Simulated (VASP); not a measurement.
```xyz
1
Lattice="0.0000 2.0450 2.0450 2.0450 0.0000 2.0450 2.0450 2.0450 0.0000" Properties=species:S:1:pos:R:3 pbc="T T T"
Ag     0.0000     0.0000     0.0000
```

Computed with PBE GGA, VASP's PBE PAW potentials (set 64) (plane waves; VASP). Numerical set-up: 300 eV cut-off, 14×14×14 Γ-centred mesh, Gaussian smearing of 0.10 eV, potentials Ag.

At this cut-off the stress carries a Pulay error, which pulls relaxed volumes low. Energy and stress use the plane-wave basis of the starting cell.

The ions, cell shape and volume are relaxed. Predict the relaxed structure.

```xyz
1
Lattice="0.0000 2.0729 2.0729 2.0729 0.0000 2.0729 2.0729 2.0729 0.0000" Properties=species:S:1:pos:R:3 pbc="T T T"
Ag     0.0000     0.0000     0.0000
```
Space group Fm-3m (225), at a tolerance of 0.03 Å.

How do energy and volume change from the first to the last step?

The energy (σ→0) changes by -8.6 meV/atom and the volume by +4.1 %, in 4 ionic steps.

The structure is a typed Ag crystal (Fm-3m). This run relaxes it. Symmetry was kept, so distortions that lower it aren't found. The run is one of a series of settings (EDIFFG = -0.01, IBRION = 2, ISIF = 3, NSW = 50 against the base run), some of them coarse on purpose.
